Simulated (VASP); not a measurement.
Write the native input for VASP 6.6.1 that does the following.

```
Task                   : core levels
Functional             : PBEsol
Potentials or basis    : VASP PAW PBE potentials, release 64 (Zr_sv)
Cutoff                 : 520 eV
k mesh                 : 11 × 11 × 6
Occupations            : methfessel-paxton, width 0.1 eV
Spin                   : no spin polarisation
Further INCAR settings : ALGO = Fast; EDIFF = 1e-06
```

The structure of Zr lies in POSCAR:

```
Zr
1.0
    3.2320000000      0.0000000000      0.0000000000
   -1.6160000000      2.7989941050      0.0000000000
    0.0000000000      0.0000000000      5.1470000000
Zr
2
Direct
    0.3333333333      0.6666666667      0.2500000000
    0.6666666667      0.3333333333      0.7500000000
```

These files were run (other wordings do the same):

INCAR

```
SYSTEM = Zr
PREC     = Accurate       ! precision mode
ENCUT    = 520            ! plane-wave cutoff, eV
EDIFF    = 1E-6           ! SCF threshold, eV
ISMEAR   = 1              ! smearing method
SIGMA    = 0.1            ! smearing width, eV
LREAL    = .False.        ! projectors in reciprocal space
LASPH    = .True.         ! aspherical terms in the spheres
NELM     = 100            ! most SCF steps
ALGO     = Fast           ! electronic algorithm
ISIF     = 2              ! what is computed and relaxed
LWAVE    = .False.        ! write WAVECAR
LCHARG   = .False.        ! write CHGCAR
GGA      = PS             ! functional
ICORELEVEL= 1
```

KPOINTS

```
regular mesh
0
Gamma
  11 11 6
  0 0 0
```

Potentials or basis: VASP PAW PBE potentials, release 64 (Zr_sv).

Run with:

```bash
$ cat potpaw_PBE.64/Zr_sv/POTCAR > POTCAR
$ mpirun -np 1 vasp_std > vasp.out
```

It gave:

```yaml
Pressure: -3.3 GPa
Band_gap_on_the_k_mesh: none (metal or under the smearing width)
```

Caveat: the PAW data sets were made with another functional, which shifts forces and pressure a little.

Run time: 33 s on 1 thread of Intel(R) Xeon(R) Platinum 8488C (Sapphire Rapids) (shared host), peak memory 0.17 GiB.
